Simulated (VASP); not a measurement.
# Ga8Sb3P5 (R3m) in VASP: single point with PBEsol

Aim: the single point of Ga8Sb3P5 with PBEsol.

All numbers are computed with VASP 6.6.1; they aren't measurements. Logs are shortened: lines on timing, memory, paths and dates and some standing lists are left out, and cuts for length are marked.

## 1. The crystal as given

The structure is trigonal, space group R3m (No. 160). The conventional cell has a = 8.048 Å, b = 8.048 Å, c = 19.782 Å, α = 90.00°, β = 90.00°, γ = 120.00°. Ga (site symmetry m) is surrounded by 3 P at 2.42 to 2.43 Å and 1 Sb at 2.60 Å. Ga (site symmetry 3m) has 1 P at 2.32 Å and 3 Sb at 2.53 Å as nearest neighbours. Ga (site symmetry m) has 2 P at 2.37 Å and 2 Sb at 2.57 Å as nearest neighbours. Ga (site symmetry 3m) is surrounded by 4 P at 2.47 to 2.50 Å. Around Sb (site symmetry m) lie 4 Ga at 2.53 to 2.60 Å. P (site symmetry 3m) is surrounded by 4 Ga at 2.32 to 2.43 Å. P (site symmetry m) is surrounded by 4 Ga at 2.37 to 2.47 Å. P (site symmetry 3m) has 4 Ga at 2.37 to 2.50 Å as nearest neighbours.

The cell was built by a generator and needn't be a form met in nature.

## 2. Single point, PBEsol

File INCAR:

```
SYSTEM = Ga8Sb3P5
ALGO     = Fast           ! electronic algorithm
EDIFF    = 1E-6           ! SCF threshold, eV
ENCUT    = 520            ! plane-wave cutoff, eV
GGA      = PS             ! functional
ISIF     = 2              ! what is computed and relaxed
ISMEAR   = 0              ! smearing method
LASPH    = .True.         ! aspherical terms in the spheres
LCHARG   = .False.        ! write CHGCAR
LREAL    = Auto         
LWAVE    = .False.        ! write WAVECAR
NBANDS   = 86             ! bands
NELM     = 100            ! most SCF steps
PREC     = Accurate       ! precision mode
SIGMA    = 0.01           ! smearing width, eV
```

File KPOINTS:

```
k-points
0
Gamma
  4 4 4
  0 0 0
```

File POSCAR:

```
Ga8Sb3P5
1.0
    0.0132285926      5.7040481373      5.7040481373
    5.7040481373      0.0132285926      5.7040481373
    5.7040481373      5.7040481373      0.0132285926
Ga Sb P
8 3 5
Direct
   -0.0077561409     -0.0077561409     -0.0049810317
    0.0085849660      0.0085849660      0.5085849660
   -0.0146013944      0.5146872948      0.0146872948
   -0.0077561409      0.4950189683      0.4922438591
    0.5146872948     -0.0146013944      0.0146872948
    0.4950189683     -0.0077561409      0.4922438591
    0.4988784373      0.4988784373     -0.0011215627
    0.5146872948      0.5146872948      0.4853986056
    0.1248497945      0.1248497945      0.1240423107
    0.1248497945      0.6240423107      0.6248497945
    0.6240423107      0.1248497945      0.6248497945
    0.1259899612      0.1259899612      0.6259899612
    0.1231378178      0.6251622687      0.1251622687
    0.6251622687      0.1231378178      0.1251622687
    0.6250624989      0.6250624989      0.1250624989
    0.6251622687      0.6251622687      0.6231378178
```

Potentials or basis: VASP PAW PBE potentials, release 64 (Ga_d, Sb, P).

Command:

```console
$ cat potpaw_PBE.64/Ga_d/POTCAR potpaw_PBE.64/Sb/POTCAR potpaw_PBE.64/P/POTCAR > POTCAR
$ mpirun -np 1 vasp_std > vasp.out
```

OUTCAR:

```text
SYSTEM = Ga8Sb3P5
   EDIFF = 1E-6
   ENCUT = 520
   GGA = PS
   ISIF = 2
   ISMEAR = 0
   LASPH = .True.
   LREAL = Auto
   NELM = 100
   PREC = Accurate

 ion  position               nearest neighbor table
   1  0.992  0.992  0.995-  13 2.42  14 2.42  12 2.43   9 2.60
   2  0.009  0.009  0.509-  12 2.32  10 2.53  11 2.53   9 2.53
   3  0.985  0.515  0.015-  13 2.37  15 2.37   9 2.57  10 2.57
   4  0.992  0.495  0.492-  13 2.42  16 2.42  12 2.43  10 2.60
   5  0.515  0.985  0.015-  14 2.37  15 2.37   9 2.57  11 2.57
   6  0.495  0.992  0.492-  14 2.42  16 2.42  12 2.43  11 2.60
[... 8 lines left out ...]
  15  0.625  0.625  0.125-   3 2.37   5 2.37   8 2.37   7 2.50
  16  0.625  0.625  0.623-   8 2.37   6 2.42   4 2.42   7 2.47

  LATTYP: Found a trigonal (rhomboedric) cell.
 ALAT       =     8.0667530829
 COS(alpha) =     0.5023178078

  Lattice vectors:

 A1 = (   0.0132285926,   5.7040481373,   5.7040481373)
 A2 = (   5.7040481373,   0.0132285926,   5.7040481373)
 A3 = (   5.7040481373,   5.7040481373,   0.0132285926)

Analysis of symmetry for initial positions (statically):
=====================================================================
 Subroutine PRICEL returns:
 Original cell was already a primitive cell.

 Routine SETGRP: Setting up the symmetry group for a
 trigonal (rhombohedral) supercell.

 Subroutine GETGRP returns: Found  6 space group operations
 (whereof  2 operations were pure point group operations)
 out of a pool of 12 trial point group operations.

The static configuration has the point symmetry C_1h.
 The point group associated with its full space group is C_3v.

Analysis of symmetry for dynamics (positions and initial velocities):
=====================================================================
 Subroutine PRICEL returns:
 Original cell was already a primitive cell.

 Routine SETGRP: Setting up the symmetry group for a
 trigonal (rhombohedral) supercell.

 Subroutine GETGRP returns: Found  6 space group operations
 (whereof  2 operations were pure point group operations)
 out of a pool of 12 trial point group operations.

The dynamic configuration has the point symmetry C_1h.
 The point group associated with its full space group is C_3v.

 Subroutine INISYM returns: Found  6 space group operations
 (whereof  2 operations are pure point group operations),
 and found     1 'primitive' translations

----------------------------------------------------------------------------------------

                                     Primitive cell

  volume of cell :     369.8845

  direct lattice vectors                    reciprocal lattice vectors
     0.013228593  5.704048137  5.704048137    -0.087962571  0.087759044  0.087759044
     5.704048137  0.013228593  5.704048137     0.087759044 -0.087962571  0.087759044
     5.704048137  5.704048137  0.013228593     0.087759044  0.087759044 -0.087962571

  length of vectors
     8.066753083  8.066753083  8.066753083     0.152120720  0.152120720  0.152120720

  position of ions in fractional coordinates (direct lattice)
     0.992243859  0.992243859  0.995018968
     0.008584966  0.008584966  0.508584966
     0.985398606  0.514687295  0.014687295
     0.992243859  0.495018968  0.492243859
     0.514687295  0.985398606  0.014687295
     0.495018968  0.992243859  0.492243859
[... 8 lines left out ...]
     0.625062499  0.625062499  0.125062499
     0.625162269  0.625162269  0.623137818

  ion indices of the primitive-cell ions
   primitive index   ion index
                 1           1
                 2           2
                 3           3
                 4           4
                 5           5
                 6           6
[... 8 lines left out ...]
                15          15
                16          16

----------------------------------------------------------------------------------------

 KPOINTS: k-points

Automatic generation of k-mesh.
 Grid dimensions read from file:
 generate k-points for:    4    4    4

 Generating k-lattice:

  Cartesian coordinates                     Fractional coordinates (reciprocal lattice)
    -0.021990643  0.021939761  0.021939761     0.250000000  0.000000000 -0.000000000
     0.021939761 -0.021990643  0.021939761     0.000000000  0.250000000 -0.000000000
     0.021939761  0.021939761 -0.021990643     0.000000000  0.000000000  0.250000000

  Length of vectors
     0.038030180  0.038030180  0.038030180

  Shift w.r.t. Gamma in fractional coordinates (k-lattice)
     0.000000000  0.000000000  0.000000000

 Subroutine IBZKPT returns following result:
 ===========================================

 Found     13 irreducible k-points:

 Following reciprocal coordinates:
            Coordinates               Weight
  0.000000  0.000000  0.000000      1.000000
  0.250000  0.000000  0.000000      6.000000
  0.500000  0.000000  0.000000      3.000000
  0.250000  0.250000  0.000000      6.000000
  0.500000  0.250000  0.000000     12.000000
 -0.250000  0.250000  0.000000      6.000000
  0.500000  0.500000  0.000000      3.000000
  0.250000  0.250000  0.250000      2.000000
  0.500000  0.250000  0.250000      6.000000
 -0.250000  0.250000  0.250000      6.000000
  0.500000  0.500000  0.250000      6.000000
 -0.250000  0.500000  0.250000      6.000000
  0.500000  0.500000  0.500000      1.000000
   k-points           NKPTS =     13   k-points in BZ     NKDIM =     13   number of bands    NBANDS=     86
   number of dos      NEDOS =    301   number of ions     NIONS =     16
   total plane-waves  NPLWV = 216000
   dimension x,y,z NGX =    60 NGY =   60 NGZ =   60
   dimension x,y,z NGXF=   120 NGYF=  120 NGZF=  120
   ions per type =               8   3   5
   NGX,Y,Z   is equivalent  to a cutoff of  12.37, 12.37, 12.37 a.u.
   NGXF,Y,Z  is equivalent  to a cutoff of  24.73, 24.73, 24.73 a.u.
 SYSTEM =  Ga8Sb3P5
   PREC   = accura    normal or accurate (medium, high low for compatibility)
   ISTART =      0    job   : 0-new  1-cont  2-samecut
   ICHARG =      2    charge: 1-file 2-atom 10-const
   ISPIN  =      1    spin polarized calculation?
   LNONCOLLINEAR =      F non collinear calculations
   LSORBIT =      F    spin-orbit coupling
   LASPH  =      T    aspherical Exc in radial PAW
   ENCUT  =  520.0 eV  38.22 Ry    6.18 a.u.  15.00 15.00 15.00*2*pi/ulx,y,z
   NELM   =    100;   NELMIN=  2; NELMDL= -5     # of ELM steps
   EDIFF  = 0.1E-05   stopping-criterion for ELM
   LREAL  =      T    real-space projection
   EDIFFG = 0.1E-04   stopping-criterion for IOM
   NSW    =      0    number of steps for IOM
   IBRION =     -1    ionic relax: 0-MD 1-quasi-New 2-CG
   NFREE  =      0    steps in history (QN), initial steepest desc. (CG)
   ISIF   =      2    stress and relaxation
   ISYM   =      2    0-nonsym 1-usesym 2-fastsym
   POTIM  = 0.5000    time-step for ionic-motion
   TEBEG  =    0.0;   TEEND  =   0.0 temperature during run
   PSTRESS=    0.0 pullay stress
   NELECT =     144.0000    total number of electrons
   NUPDOWN=      -1.0000    fix difference up-down
   EMIN   =  10.00;   EMAX   =-10.00  energy-range for DOS
   EFERMI =   0.00;   METHOD = LEGACY
   ISMEAR =     0;   SIGMA  =   0.01  broadening in eV -4-tet -1-fermi 0-gaus
   EFERMI_NEDOS =   21; number of points for ismear=-14 and -15
   IALGO  =     68    algorithm
   IMIX   =      4    mixing-type and parameters
     AMIX     =   0.40;   BMIX     =  1.00
     AMIX_MAG =   1.60;   BMIX_MAG =  1.00
  volume/ion in A,a.u.               =      23.12       156.01
  Fermi-wavevector in a.u.,A,eV,Ry     =   1.195383  2.258946 19.441905  1.428940
  Thomas-Fermi vector in A             =   2.331349
   LORBIT       =      0    0 simple, 1 ext, 2 COOP (PROOUT), +10 PAW based schemes
   GGA     = PS    functional components
   LHFCALC =     F    Hartree Fock is set to
   AEXX    =    0.0000 exact exchange contribution
   IVDW    =     0    specifies the selected vdW correction
   LEPSILON=     F    determine dielectric tensor
   LRPA    =     F    only Hartree local field effects (RPA)
 non-spin polarized calculation
 RMM-DIIS sequential band-by-band and
 Gauss-broadening in eV      SIGMA  =   0.01
  energy-cutoff  :      520.00
  volume of cell :      369.88
 maximum number of plane-waves:      9980
   NGX = 29   NGY = 29   NGZ = 29

 number of electron     143.9999986 magnetization

 Free energy of the ion-electron system (eV)
  ---------------------------------------------------
  ext. energy  EPLUGINS =         0.00000000
  ---------------------------------------------------
  free energy    TOTEN  =       -72.78664344 eV

  energy without entropy =      -72.78646713  energy(sigma->0) =      -72.78655528

 E-fermi :   5.2065     XC(G=0):  -9.7434

 val. band max:        5.2064761637   @ k =   0.0000   0.0000   0.0000
 cond. band min:       5.2064761658   @ k =   0.0000   0.0000   0.0000
 fundamental gap:      0.0000000021
 Fermi energy:         5.2064761648

 k-point     1 :       0.0000    0.0000    0.0000
  band No.  band energies     occupation
      1     -10.3422      2.00000
      2     -10.3422      2.00000
      3     -10.3347      2.00000
      4     -10.2705      2.00000
      5     -10.2705      2.00000
      6     -10.1881      2.00000
[... 76 lines left out ...]
     83       6.8524      0.00000
     84       8.0999      0.00000

 k-point     2 :       0.2500    0.0000    0.0000
  band No.  band energies     occupation
      1     -10.3412      2.00000
      2     -10.3410      2.00000
      3     -10.3340      2.00000
      4     -10.2703      2.00000
      5     -10.2702      2.00000
      6     -10.1846      2.00000
[... 946 lines left out ...]
     83       8.5357      0.00000
     84       8.9924      0.00000

 k-point    13 :       0.5000    0.5000    0.5000
  band No.  band energies     occupation
      1     -10.3410      2.00000
      2     -10.3410      2.00000
      3     -10.3339      2.00000
      4     -10.2701      2.00000
      5     -10.2701      2.00000
      6     -10.1871      2.00000
[... 76 lines left out ...]
     83       8.7741      0.00000
     84       8.9346      0.00000
 [bands above 84 left out]

------------------------ aborting loop because EDIFF is reached ----------------------------------------

  FORCE on cell =-STRESS in cart. coord.  units (eV):
  Direction    XX          YY          ZZ          XY          YZ          ZX
  --------------------------------------------------------------------------------------
  -------------------------------------------------------------------------------------
  Total        0.1209567      0.1209567      0.1209567     -0.0084351     -0.0084351     -0.0084351
  in kB        0.5239313      0.5239313      0.5239313     -0.0365371     -0.0365371     -0.0365371
  external PRESSURE =       0.5239313 kB  Pullay stress =       0.0000000 kB

 VOLUME and BASIS-vectors are now :
 -----------------------------------------------------------------------------
  energy-cutoff  :      520.00
  volume of cell :      369.88
      direct lattice vectors                 reciprocal lattice vectors
     0.013228593  5.704048137  5.704048137    -0.087962571  0.087759044  0.087759044
     5.704048137  0.013228593  5.704048137     0.087759044 -0.087962571  0.087759044
     5.704048137  5.704048137  0.013228593     0.087759044  0.087759044 -0.087962571

 POSITION                                       TOTAL-FORCE (eV/Angst)
 -----------------------------------------------------------------------------------
     11.34857     11.34857     11.33278        -0.004618     -0.004618     -0.010177
      2.95008      2.95008      0.10467         0.016212      0.016212      0.016212
      3.03261      5.71135      8.55676         0.016906     -0.001968     -0.001968
      5.64452      8.47414      8.48993        -0.004618     -0.010177     -0.004618
      5.71135      3.03261      8.55676        -0.001968      0.016906     -0.001968
      8.47414      5.64452      8.48993        -0.010177     -0.004618     -0.004618
[... 8 lines left out ...]
      4.28702      4.28702      7.13243         0.002558      0.002558      0.002558
      7.12863      7.12863      7.14015        -0.001449     -0.001449     -0.002605
 -----------------------------------------------------------------------------------
    total drift:                               -0.008231     -0.008231     -0.008231

  FREE ENERGIE OF THE ION-ELECTRON SYSTEM (eV)
  ---------------------------------------------------
  free  energy   TOTEN  =       -72.7866434360 eV

  energy  without entropy=      -72.7864671267  energy(sigma->0) =      -72.78655528
```

Wall time 6.3 min (1 thread of Intel Xeon 6975P-C (Granite Rapids), shared host); peak memory 0.63 GiB.

Results:

```yaml
Free_energy: -72.7866 eV
Pressure: 0.1 GPa
Largest_force: 0.028 eV/Å
Band_gap_on_the_k_mesh: none (metal or under the smearing width)
```

Forces on the atoms (eV/Å):
```
Ga  -0.005 -0.005 -0.010
Ga   0.016  0.016  0.016
Ga   0.017 -0.002 -0.002
Ga  -0.005 -0.010 -0.005
Ga  -0.002  0.017 -0.002
Ga  -0.010 -0.005 -0.005
Ga  -0.002 -0.002 -0.002
Ga  -0.002 -0.002  0.017
Sb  -0.004 -0.004  0.002
Sb  -0.004  0.002 -0.004
Sb   0.002 -0.004 -0.004
P    0.000  0.000  0.000
P   -0.003 -0.001 -0.001
P   -0.001 -0.003 -0.001
P    0.003  0.003  0.003
P   -0.001 -0.001 -0.003
```

Caveat: the PAW data sets were made with another functional, which shifts forces and pressure a little.
